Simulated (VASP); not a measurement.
A run of VASP 6.6.1 is set up as follows.

INCAR

```
SYSTEM = NiMoIrPdW
ALGO = Fast
EDIFF = 1E-4
EDIFFG = -0.08
ENCUT = 520
GGA = PE
IBRION = 2
ISIF = 3
ISMEAR = 0
ISPIN = 2
LASPH = .True.
LCHARG = .False.
LMAXMIX = 4
LORBIT = 11
LREAL = .False.
LWAVE = .False.
MAGMOM = 1 1 0 0.6 0
NELM = 60
NSW = 24
PREC = Normal
SIGMA = 0.15
```

File KPOINTS:

```
k-points
0
Gamma
  5 5 3
  0 0 0
```

POSCAR

```
NiMoIrPdW
1.0
    4.0825030600      0.0000000000      0.0000000000
   -2.0412515300      3.5355513600      0.0000000000
    0.0000000000      0.0000000000      5.2973359900
Ni Mo Pd Ir W
1 1 1 1 1
Direct
    0.0000000000      0.0000000000      0.5000000000
    0.3333333300      0.6666666700      0.0000000000
    0.3333333300      0.6666666700      0.5000000000
    0.6666666700      0.3333333300      0.5000000000
    0.6666666700      0.3333333300      0.0000000000
```

Potentials or basis: VASP PAW PBE potentials, release 64 (Ni, Mo_sv, Pd, Ir, W_sv).

Command:

```bash
$ cat potpaw_PBE.64/Ni/POTCAR potpaw_PBE.64/Mo_sv/POTCAR potpaw_PBE.64/Pd/POTCAR potpaw_PBE.64/Ir/POTCAR potpaw_PBE.64/W_sv/POTCAR > POTCAR
$ mpirun -np 1 vasp_std > vasp.out
```

**Question.** What does it give for the net moment?

**Answer.** 0.00 μB per cell.

**Question.** What does it give for the relaxed volume?

**Answer.** 17.45 Å³/atom.

**Question.** What does it give for the space group after relaxing (to 0.05 Å)?

**Answer.** P-6m2 (No. 187).

**Question.** What does it give for the band gap on the k mesh?

**Answer.** None (metal or under the smearing width).

Stress tensor (GPa, compression positive):
```
0.39 0.00 0.00
0.00 0.39 0.00
0.00 0.00 0.11
```

Caveat: the k mesh is coarse (spacing up to 0.40 Å⁻¹), so the values aren't converged. Spin-orbit coupling is left out, which matters for the levels of Ir, W.
